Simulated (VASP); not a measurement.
Given:

```xyz
2
Lattice="0.0000 2.1969 2.1969 2.1969 0.0000 2.1969 2.1969 2.1969 0.0000" Properties=species:S:1:pos:R:3 pbc="T T T"
Si     0.0000     0.0000     0.0000
C      1.0984     1.0984     1.0984
```

All values below come from revPBE GGA, VASP's PBE PAW potentials (set 64) (plane waves; VASP 6.6.1). Settings: 520 eV cut-off, Gaussian smearing of 0.050 eV, potentials Si C.

Task: Predict the band gap (along the path) with the smallest direct gap where there is one.

Result: 
band gap (along the path): 1.38 eV
smallest direct gap (along the path): 4.51 eV

The compound is SiC in the zinc blende structure. It was relaxed first.
